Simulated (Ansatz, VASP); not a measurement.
## Cross-check of LaB6 between VASP and Ansatz

Wanted: the spread between two codes on one cell, functional and k mesh. The cell is taken from a series of runs on this material, whose earlier steps may have relaxed, scaled, displaced or heated it; both programs get it as it stands.

Method: plane waves, with VASP 6.6.1 beside it; relaxation of cell and atoms at LDA, in Ansatz 0.2.0.

## Step 1: The structure

The structure is cubic, space group Pm-3m (No. 221). Conventional cell: a = 4.100 Å, b = 4.100 Å, c = 4.100 Å, α = 90.00°, β = 90.00°, γ = 90.00°. La has 24 B at 3.01 Å nearest. Nearest to B lie 6 B at 1.64 to 2.46 Å and 4 La at 3.01 Å. Farther neighbours are not listed.

## Step 2: VASP: relaxation of cell and atoms, LDA

The relaxed volume is the usual yardstick between codes: in a stiff, nearly cubic crystal its relative difference is about their pressure difference at one cell divided by the bulk modulus.

Lines of VASP's logs that name or quote its potential files are left out, and so is its time.

The input, INCAR:

```
SYSTEM = LaB6
PREC = Accurate
ENCUT = 500
EDIFF = 1E-07
NELM = 200
ISMEAR = 0
SIGMA = 0.1
LREAL = .FALSE.
ALGO = Normal
GGA = PW92
NBANDS = 21
LASPH = .TRUE.
LORBIT = 11
LWAVE = .FALSE.
LCHARG = .FALSE.
ISIF = 3
IBRION = 2
NSW = 80
EDIFFG = -0.005
GGA_COMPAT = .FALSE.
NELMIN = 4
LMAXMIX = 6
KPAR = 2
```

The input, POSCAR:

```
LaB6
1.0
    4.0997710000      0.0000000000      0.0000000000
    0.0000000000      4.0997710000      0.0000000000
    0.0000000000      0.0000000000      4.0997710000
La B
1 6
Direct
    0.0000000000      0.0000000000      0.0000000000
    0.2003596054      0.5000000000      0.5000000000
    0.5000000000      0.2003596054      0.5000000000
    0.7996403946      0.5000000000      0.5000000000
    0.5000000000      0.7996403946      0.5000000000
    0.5000000000      0.5000000000      0.2003596054
    0.5000000000      0.5000000000      0.7996403946
```

The input, KPOINTS:

```
Automatic mesh
0
Gamma
6 6 6
0 0 0
```

PAW data sets: La and B (LDA family, release 64).

On the command line:

```console
mpirun -np 2 vasp_std
```

Numbers of over 12 decimals in the logs are rounded to 6 here.

The log of the run:

```text
[banner, memory and clock lines left out]
running    2 mpi-ranks, on    1 nodes
 distrk:  each k-point on    1 cores,    2 groups
 distr:  one band on    1 cores,    1 groups

 POSCAR found type information on POSCAR LaB
 POSCAR found :  2 types and       7 ions
|                                                                             |
|               ----> ADVICE to this user running VASP <----                  |
|                                                                             |
|     You enforced a specific xc type in the INCAR file but a different       |
|     [... a line on the potential file left out ...]
|     I HOPE YOU KNOW WHAT YOU ARE DOING!                                     |
|                                                                             |

 LDA part: xc-table for (Slater(with rela. corr.)+PW92), standard interpolation
 POSCAR, INCAR and KPOINTS ok, starting setup
 FFT: planning ... GRIDC
 FFT: planning ... GRID_SOFT
 FFT: planning ... GRID
 WAVECAR not read
 entering main loop
       N       E                     dE             d eps       ncg     rms          rms(c)
DAV:   1     0.207681397981E+03    0.20768E+03   -0.11070E+04   880   0.175E+03
DAV:   2    -0.253179909595E+02   -0.23300E+03   -0.20560E+03  1028   0.296E+02
DAV:   3    -0.584632625300E+02   -0.33145E+02   -0.30718E+02  1244   0.149E+02
DAV:   4    -0.597058508670E+02   -0.12426E+01   -0.12352E+01  1496   0.252E+01
DAV:   5    -0.597530939224E+02   -0.47243E-01   -0.47179E-01  1345   0.398E+00    0.914E+00
DAV:   6    -0.547844133607E+02    0.49687E+01   -0.12489E+01  1259   0.197E+01    0.430E+00
DAV:   7    -0.544599172547E+02    0.32450E+00   -0.53283E+00  1440   0.119E+01    0.179E+00
DAV:   8    -0.546097521790E+02   -0.14983E+00   -0.27476E+00  1441   0.160E+01    0.165E+00
DAV:   9    -0.544346303246E+02    0.17512E+00   -0.41689E-01  1414   0.514E+00    0.834E-01
DAV:  10    -0.544015295512E+02    0.33101E-01   -0.26824E-01  1462   0.425E+00    0.141E-01
DAV:  11    -0.544030646157E+02   -0.15351E-02   -0.15353E-02  1214   0.753E-01    0.143E-01
DAV:  12    -0.544025351259E+02    0.52949E-03   -0.25093E-03  1539   0.456E-01    0.759E-02
DAV:  13    -0.544023058683E+02    0.22926E-03   -0.89779E-04  1459   0.266E-01    0.270E-02
DAV:  14    -0.544023017360E+02    0.41323E-05   -0.21117E-04  1424   0.108E-01    0.135E-02
DAV:  15    -0.544022997243E+02    0.20117E-05   -0.17318E-05  1474   0.284E-02    0.623E-03
DAV:  16    -0.544022993519E+02    0.37237E-06   -0.12413E-06  1427   0.948E-03    0.431E-03
DAV:  17    -0.544022990720E+02    0.27991E-06   -0.43030E-07  1166   0.664E-03    0.300E-03
DAV:  18    -0.544022989414E+02    0.13060E-06   -0.84570E-07  1419   0.783E-03    0.522E-04
DAV:  19    -0.544022989444E+02   -0.30429E-08   -0.30796E-08   616   0.141E-03
   1 F= -.54402299E+02 E0= -.54399280E+02  d E =-.544023E+02
[...]
2 F= -.54398418E+02 E0= -.54395821E+02  d E =0.388117E-02
[...]
3 F= -.54403357E+02 E0= -.54400483E+02  d E =-.105841E-02
[...]
4 F= -.54403394E+02 E0= -.54400529E+02  d E =-.363055E-04
 trial-energy change:   -0.000036  1 .order   -0.000037   -0.000141    0.000068
 step:   0.5827(harm=  0.5827)  dis= 0.00002  next Energy=   -54.403405 (dE=-0.475E-04)
 bond charge predicted
       N       E                     dE             d eps       ncg     rms          rms(c)
DAV:   1    -0.544034273241E+02   -0.33649E-04   -0.69791E-04  1218   0.249E-01    0.242E-02
DAV:   2    -0.544034076562E+02    0.19668E-04   -0.72764E-05  1396   0.106E-01    0.840E-03
DAV:   3    -0.544034050604E+02    0.25958E-05   -0.79811E-06  1340   0.233E-02    0.222E-03
DAV:   4    -0.544034049127E+02    0.14772E-06   -0.15373E-06  1581   0.722E-03    0.103E-03
DAV:   5    -0.544034049247E+02   -0.12058E-07   -0.60931E-08   587   0.173E-03
   5 F= -.54403405E+02 E0= -.54400537E+02  d E =-.475673E-04
 curvature:  -0.30 expect dE=-0.330E-09 dE for cont linesearch -0.496E-10
 trial: gam= 0.00000 g(F)=  0.919E-09 g(S)=  0.186E-09 ort =-0.167E-06 (trialstep = 0.807E+00)
 search vector abs. value=  0.121E-08
 reached required accuracy - stopping structural energy minimisation
```

Parts of OUTCAR (step 2):

```text
ion  position               nearest neighbor table
   1  0.000  0.000  0.000-
   2  0.200  0.500  0.500-   4 1.64   3 1.74   5 1.74   6 1.74   7 1.74
   3  0.500  0.200  0.500-   5 1.64   4 1.74   2 1.74   6 1.74   7 1.74
   4  0.800  0.500  0.500-   2 1.64   3 1.74   5 1.74   6 1.74   7 1.74
   5  0.500  0.800  0.500-   3 1.64   2 1.74   4 1.74   6 1.74   7 1.74
   6  0.500  0.500  0.200-   7 1.64   3 1.74   4 1.74   5 1.74   2 1.74
   7  0.500  0.500  0.800-   6 1.64   3 1.74   4 1.74   5 1.74   2 1.74

  LATTYP: Found a simple cubic cell.
 ALAT       =     4.0997710000

 Subroutine GETGRP returns: Found 48 space group operations
 (whereof 48 operations were pure point group operations)

The static configuration has the point symmetry O_h .

 Found     20 irreducible k-points:

   k-points           NKPTS =     20   k-points in BZ     NKDIM =     20   number of bands    NBANDS=     21

   dimension x,y,z NGX =    30 NGY =   30 NGZ =   30
   dimension x,y,z NGXF=    60 NGYF=   60 NGZF=   60

   ENCUT  =  500.0 eV  36.75 Ry    6.06 a.u.   7.47  7.47  7.47*2*pi/ulx,y,z

   NELECT =      29.0000    total number of electrons

 k-points in reciprocal lattice and weights: Automatic mesh
   0.00000000  0.00000000  0.00000000       0.005
   0.16666667  0.00000000  0.00000000       0.028
   0.33333333  0.00000000  0.00000000       0.028
   0.50000000  0.00000000  0.00000000       0.014
   0.16666667  0.16666667  0.00000000       0.056
   0.33333333  0.16666667  0.00000000       0.111
   0.50000000  0.16666667  0.00000000       0.056
   0.33333333  0.33333333  0.00000000       0.056
   0.50000000  0.33333333  0.00000000       0.056
[...]
0.50000000  0.50000000  0.33333333       0.028
   0.50000000  0.50000000  0.50000000       0.005

 average (electrostatic) potential at core
       1 -95.2008       2 -28.7338       3 -28.7338       4 -28.7338       5 -28.7338
       6 -28.7338       7 -28.7338

 E-fermi :   8.9284

 k-point     1 :       0.0000    0.0000    0.0000
  band No.  band energies     occupation
    ...
     10       2.0098      2.00000
     11       2.0098      2.00000
     12       7.0239      2.00000
     13       7.0239      2.00000
     14       7.0239      2.00000
     15       9.1039      0.01309
     16       9.1039      0.01309
     17       9.1039      0.01309
     18      10.5176      0.00000
     19      10.5176      0.00000
    ...

 k-point     2 :       0.1667    0.0000    0.0000
  band No.  band energies     occupation
    ...
     11       3.3044      2.00000
     12       6.3734      2.00000
     13       6.3734      2.00000
     14       7.1114      2.00000
     15       8.0687      2.00000
     16       9.8334      0.00000
     17       9.8334      0.00000
     18      10.5316      0.00000
     19      10.8208      0.00000
     20      10.9113      0.00000
    ...

 k-point     3 :       0.3333    0.0000    0.0000
  band No.  band energies     occupation
    ...
     11       4.9215      2.00000
     12       5.6672      2.00000
     13       5.6672      2.00000
     14       6.8413      2.00000
     15       7.3046      2.00000
     16      10.4534      0.00000
     17      10.4534      0.00000
     18      10.4772      0.00000
     19      10.9768      0.00000
     20      11.0459      0.00000
    ...

  Total        0.0000948      0.0000948      0.0000948     -0.0000000     -0.0000000      0.0000000
  in kB        0.0022074      0.0022074      0.0022074     -0.0000000     -0.0000000      0.0000000
  external PRESSURE =       0.0022074 kB  Pullay stress =       0.0000000 kB

  energy-cutoff  :      500.00
  volume of cell :       68.80
      direct lattice vectors                 reciprocal lattice vectors
     4.097626356  0.000000000  0.000000000     0.244043725  0.000000000  0.000000000
    -0.000000000  4.097626356  0.000000000    -0.000000000  0.244043725  0.000000000
    -0.000000000 -0.000000000  4.097626356    -0.000000000 -0.000000000  0.244043725

 POSITION                                       TOTAL-FORCE (eV/Angst)
 -----------------------------------------------------------------------------------
     -0.00000      0.00000      0.00000         0.000000     -0.000000      0.000000
      0.81868      2.04881      2.04881        -0.000056     -0.000000     -0.000000
      2.04881      0.81868      2.04881         0.000000     -0.000056     -0.000000
      3.27894      2.04881      2.04881         0.000056      0.000000      0.000000
      2.04881      3.27894      2.04881        -0.000000      0.000056      0.000000
      2.04881      2.04881      0.81868         0.000000      0.000000     -0.000056
      2.04881      2.04881      3.27894        -0.000000     -0.000000      0.000056
 -----------------------------------------------------------------------------------
    total drift:                                0.000000      0.000000     -0.000000

  FREE ENERGIE OF THE ION-ELECTRON SYSTEM (eV)
  ---------------------------------------------------
  free  energy   TOTEN  =       -54.4034049247 eV

  energy  without entropy=      -54.3976696824  energy(sigma->0) =      -54.40053730

 reached required accuracy - stopping structural energy minimisation

 total charge
# of ion       s       p       d       f       tot
--------------------------------------------------
    1        2.009   5.652   0.665   0.252   8.577
    2        0.701   1.414   0.000   0.000   2.115
    3        0.701   1.414   0.000   0.000   2.115
    4        0.701   1.414   0.000   0.000   2.115
    5        0.701   1.414   0.000   0.000   2.115
    6        0.701   1.414   0.000   0.000   2.115
    7        0.701   1.414   0.000   0.000   2.115
--------------------------------------------------
tot          6.214  14.135   0.665   0.252  21.266

[... 3 further parts left out ...]
```

CONTCAR:

```
LaB6
   1.00000000000000
     4.0976263562502400    0.0000000000000000    0.0000000000000000
    -0.0000000000000000    4.0976263562502400    0.0000000000000000
    -0.0000000000000000   -0.0000000000000000    4.0976263562502400
  La              B
     1     6
Direct
     0.0000000000000000    0.0000000000000000    0.0000000000000000
     0.1997945247341058    0.5000000000000000    0.5000000000000000
     0.5000000000000000    0.1997945247341058    0.5000000000000000
     0.8002054752658941    0.5000000000000000    0.5000000000000000
     0.5000000000000000    0.8002054752658941    0.5000000000000000
     0.5000000000000000    0.5000000000000000    0.1997945247341058
     0.5000000000000000    0.5000000000000000    0.8002054752658941
```

This run has no spin polarisation. Its electron count is odd, so without a moment it is a metal by construction. The run keeps the 48 symmetry operations of its start, so it cannot find a distortion of lower symmetry.

(Continued in part 2 of 2.)

[Lines on the potential files, build, host, timing and source positions are cut from VASP's logs without a mark.]

[Logs are printed without paths, hosts, clocks, repeated set-up lines and the standing remarks that a program may print on its own settings, such as how far it seeks lower states.]

[Hosts, paths, dates, database ids (printed as entryN), source tags and the programs' standing remarks are cut or masked in the printed files.]
